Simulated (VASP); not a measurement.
Runs of VASP 6.6.1 on ZrC. It takes space group Fm-3m (No. 225, cubic). Conventional cell: a = 4.730 Å, b = 4.730 Å, c = 4.730 Å, α = 90.00°, β = 90.00°, γ = 90.00°. Around Zr (site symmetry m-3m) lie 6 C at 2.37 Å. C (site symmetry m-3m) is surrounded by 6 Zr at 2.37 Å. 

| level | potentials or basis | gap on the mesh (eV) | pressure (GPa) | relaxed volume (Å³/atom) |
| --- | --- | --- | --- | --- |
| PBE | VASP PAW PBE potentials, release 64 (Zr_sv, C) | none | 0.0 | (b) |
| LDA | VASP PAW LDA potentials, release 64 (Zr_sv, C) | none | -0.1 | (a) |
| PBEsol | VASP PAW PBE potentials, release 64 (Zr_sv, C) | none | 0.0 | 12.74 |
| r2SCAN | VASP PAW PBE potentials, release 64 (Zr_sv, C) | none | 0.0 | 13.08 |
| PBE+D3(BJ) | VASP PAW PBE potentials, release 64 (Zr_sv, C) | none | 0.0 | 12.76 |

Alike in all rows: task relaxation of cell and atoms; no spin polarisation; cell relaxed; k mesh 14 × 14 × 14; cutoff (eV) 600; smearing methfessel-paxton 0.1 eV.

**Question.** Estimate the missing entries.

**Answer.** (a) 12.53; (b) 13.06.

Caveats: the PAW data sets were made with another functional, which shifts forces and pressure a little (some runs); pairwise dispersion overbinds metals, which lowers pressure and volume (some runs).

A k mesh can miss the band edges, and the runs leave out spin-orbit coupling on Zr.

A gap of «none» marks a metal or a gap under the smearing width.

Not every run made on this cell is shown here.
